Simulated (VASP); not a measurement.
A convergence study with VASP on PbSe (rock salt): one setting is varied, all else stays as given below, so the limit is that of these other settings. Each run relaxes cell and ions from the cell shown. The basis is that of the starting cell, so low cut-offs carry a Pulay error.

```
PbSe
1.0
    0.00000     3.06000     3.06000
    3.06000     0.00000     3.06000
    3.06000     3.06000     0.00000
Pb Se
1 1
Direct
  0.00000   0.00000   0.00000
  0.50000   0.50000   0.50000
```

Method: PBE GGA, VASP's PBE PAW potentials (set 64) (plane waves; VASP 6.6.1). The tightest run used: 700 eV cut-off, 6×6×6 Γ-centred mesh, Gaussian smearing of 0.050 eV, potentials Pb_d Se.

Gaps are read on the run's mesh, which can miss a band edge.

### Question
The settings run are ENCUT = 200; ENCUT = 250; ENCUT = 300; ENCUT = 350; ENCUT = 400; ENCUT = 450; ENCUT = 500; ENCUT = 550; ENCUT = 600; ENCUT = 650; ENCUT = 700. From which on does the relaxed volume stay within 0.05 Å³/atom of the tightest run?

### Answer
From ENCUT = 450 on: it is off by 0.003 there and by no more than 0.05 in any finer run, while ENCUT = 400 is off by 0.065.
```json
[
 {"setting": "ENCUT = 200", "relaxed volume (Å³/atom)": "26.568", "E (eV/atom)": "-4.0843", "gap on the mesh (eV)": "0.017", "plane waves": "375", "difference judged (Å³/atom)": "3.466"},
 {"setting": "ENCUT = 250", "relaxed volume (Å³/atom)": "29.816", "E (eV/atom)": "-4.0965", "gap on the mesh (eV)": "0.416", "plane waves": "531", "difference judged (Å³/atom)": "0.217"},
 {"setting": "ENCUT = 300", "relaxed volume (Å³/atom)": "29.848", "E (eV/atom)": "-4.0965", "gap on the mesh (eV)": "0.420", "plane waves": "692", "difference judged (Å³/atom)": "0.185"},
 {"setting": "ENCUT = 350", "relaxed volume (Å³/atom)": "29.812", "E (eV/atom)": "-4.0968", "gap on the mesh (eV)": "0.416", "plane waves": "869", "difference judged (Å³/atom)": "0.221"},
 {"setting": "ENCUT = 400", "relaxed volume (Å³/atom)": "29.969", "E (eV/atom)": "-4.0997", "gap on the mesh (eV)": "0.431", "plane waves": "1056", "difference judged (Å³/atom)": "0.065"},
 {"setting": "ENCUT = 450", "relaxed volume (Å³/atom)": "30.030", "E (eV/atom)": "-4.1006", "gap on the mesh (eV)": "0.437", "plane waves": "1258", "difference judged (Å³/atom)": "0.003"},
 {"setting": "ENCUT = 500", "relaxed volume (Å³/atom)": "30.017", "E (eV/atom)": "-4.1002", "gap on the mesh (eV)": "0.436", "plane waves": "1464", "difference judged (Å³/atom)": "0.017"},
 {"setting": "ENCUT = 550", "relaxed volume (Å³/atom)": "30.012", "E (eV/atom)": "-4.1001", "gap on the mesh (eV)": "0.436", "plane waves": "1694", "difference judged (Å³/atom)": "0.022"},
 {"setting": "ENCUT = 600", "relaxed volume (Å³/atom)": "30.024", "E (eV/atom)": "-4.1004", "gap on the mesh (eV)": "0.437", "plane waves": "1932", "difference judged (Å³/atom)": "0.009"},
 {"setting": "ENCUT = 650", "relaxed volume (Å³/atom)": "30.034", "E (eV/atom)": "-4.1005", "gap on the mesh (eV)": "0.438", "plane waves": "2176", "difference judged (Å³/atom)": "0.000"},
 {"setting": "ENCUT = 700", "relaxed volume (Å³/atom)": "30.033", "E (eV/atom)": "-4.1005", "gap on the mesh (eV)": "0.438", "plane waves": "2450", "difference judged (Å³/atom)": "0.000"}
]
```

Left out are rungs that failed or repeat a setting and relaxations that didn't move; long series are thinned to 24 rows.

The compound is PbSe in the rock salt structure.
